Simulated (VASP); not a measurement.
Here is the system:

```
CELL_PARAMETERS angstrom
      3.35756     0.00000     0.00000
     -1.67878     2.90773     0.00000
      0.00000     0.00000     6.11427
ATOMIC_POSITIONS crystal
  Zr 0.00000 0.00000 0.00000
  Zr 0.00000 0.00000 0.50000
  B  0.33333 0.66667 0.25000
  B  0.66667 0.33333 0.75000
```

Method: PBEsol GGA, VASP's PBE PAW potentials (set 64) (plane waves; VASP). Settings: 520 eV cut-off, Gaussian smearing of 0.050 eV, potentials Zr_sv B.

Q: Give the energies of bands 9 to 18 at the high-symmetry points, in eV from the Fermi level.

A: 
```csv
band,Γ,M,K,A,L,H
9,-8.39,-6.44,-5.40,-7.24,-5.62,-5.28
10,-5.02,-4.44,-5.40,-7.24,-5.62,-5.28
11,-4.05,-4.15,-2.70,-1.64,-3.07,-2.64
12,-0.97,-2.47,-2.63,-1.64,-3.07,-2.64
13,-0.97,-1.30,-2.63,-0.01,-0.66,-1.20
14,-0.94,-0.76,-1.07,-0.01,-0.66,-1.20
15,1.90,-0.56,-1.07,-0.01,-0.14,-0.92
16,1.90,0.50,1.23,-0.01,-0.14,-0.92
17,1.94,1.77,2.94,2.85,1.27,1.92
18,1.94,2.06,2.94,2.85,1.27,1.92
```

It has no gap at this level: it comes out as a metal or semimetal.

The structure was generated: ZrB was put into the NiAs type type (P6_3/mmc), which need not be its known phase. It was relaxed first, which changed the volume by -29 %.
